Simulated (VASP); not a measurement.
Input:

```
CELL_PARAMETERS angstrom
     -1.90160     1.90160     4.84891
      1.90160    -1.90160     4.84891
      1.90160     1.90160    -4.84891
ATOMIC_POSITIONS crystal
  Ti 0.75000 0.25000 0.50000
  Ti 0.00000 0.00000 0.00000
  O  0.54334 0.04334 0.50000
  O  0.79334 0.79334 0.00000
  O  0.20666 0.20666 0.00000
  O  0.95666 0.45666 0.50000
```

All values below come from PW91 GGA, VASP's PBE PAW potentials (set 64) (plane waves; VASP). Numerical set-up: 520 eV cut-off, 9×9×9 Γ-centred mesh, tetrahedra with Blöchl corrections, potentials Ti_sv O.

The cores are frozen, which limits the accuracy of field gradients.

Give the principal components of the electric field gradient (V/Å²) and the asymmetry η at each nucleus.

| atom | Vxx | Vyy | Vzz | η |
|---|---|---|---|---|
| Ti1 | -5.6 | -5.6 | 11.3 | 0.00 |
| Ti2 | -5.6 | -5.6 | 11.3 | 0.00 |
| O3 | -12.1 | -5.7 | 17.8 | 0.36 |
| O4 | -12.1 | -5.7 | 17.8 | 0.36 |
| O5 | -12.1 | -5.7 | 17.8 | 0.36 |
| O6 | -12.1 | -5.7 | 17.8 | 0.36 |

The compound is TiO2 in the anatase structure, one of several forms; rutile is the usual stable one. It was relaxed first.
